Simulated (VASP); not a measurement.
Input of a VASP 6.6.1 run:

File INCAR:

```
SYSTEM = B3Pd
PREC = Accurate
ENCUT = 600
EDIFF = 1E-7
ISMEAR = 0
SIGMA = 0.1
LREAL = .False.
LASPH = .True.
NELM = 80
ALGO = Normal
ISIF = 3
LWAVE = .False.
LCHARG = .False.
GGA = PE
IBRION = 2
NSW = 100
EDIFFG = -0.01
```

File KPOINTS:

```
Automatic mesh
0
Gamma
  16 16 16
  0 0 0
```

POSCAR

```
B3Pd
1.0
    0.0000000000      2.6225176590      2.6225176590
    2.6225176590      0.0000000000      2.6225176590
    2.6225176590      2.6225176590      0.0000000000
B Pd
3 1
Direct
    0.0000000000      0.0000000000      0.0000000000
    0.2500000000      0.2500000000      0.2500000000
    0.7500000000      0.7500000000      0.7500000000
    0.5000000000      0.5000000000      0.5000000000
```

Potentials or basis: VASP PAW PBE potentials, release 64 (B, Pd).

Launch:

```sh
$ cat potpaw_PBE.64/B/POTCAR potpaw_PBE.64/Pd/POTCAR > POTCAR
$ mpirun -np 1 vasp_std > vasp.out
```

Q: Predict the relaxed volume.

A: 8.97 Å³/atom.

Q: Estimate the space group after relaxing (to 0.05 Å).

A: Fm-3m (No. 225).

Q: Estimate the band gap on the k mesh.

A: None (metal or under the smearing width).

Q: Predict the relaxed cell.

A: a = 3.702 Å, b = 3.702 Å, c = 3.702 Å, α = 60.00°, β = 60.00°, γ = 60.00°.

The path:
```tsv
step	energy change (eV)	largest force (eV/Å)	pressure (GPa)	volume (Å³)
1	0.0000	0.0000	-1.14	36.07
2	-0.0005	0.0000	0.71	35.74
3	-0.0008	0.0000	0.00	35.86
```
